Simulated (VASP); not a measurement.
Data:

```
Ir
1.0
    0.00000     1.95840     1.95840
    1.95840     0.00000     1.95840
    1.95840     1.95840     0.00000
Ir
1
Direct
  0.00000   0.00000   0.00000
```

All values below come from PBE GGA, VASP's PBE PAW potentials (set 64) (plane waves; VASP 6.6.1). Settings: 400 eV cut-off, 14×14×14 Γ-centred mesh, first-order Methfessel-Paxton smearing of 0.10 eV, potentials Ir.

Task: Give the stress tensor in GPa (positive for a compressed cell).

Result: 
```
-10.71    0.00    0.00
  0.00  -10.71    0.00
  0.00    0.00  -10.71
```
The pressure is its mean diagonal, -10.71 GPa.

The compound is Ir in the fcc structure. The cell was not relaxed at this level.
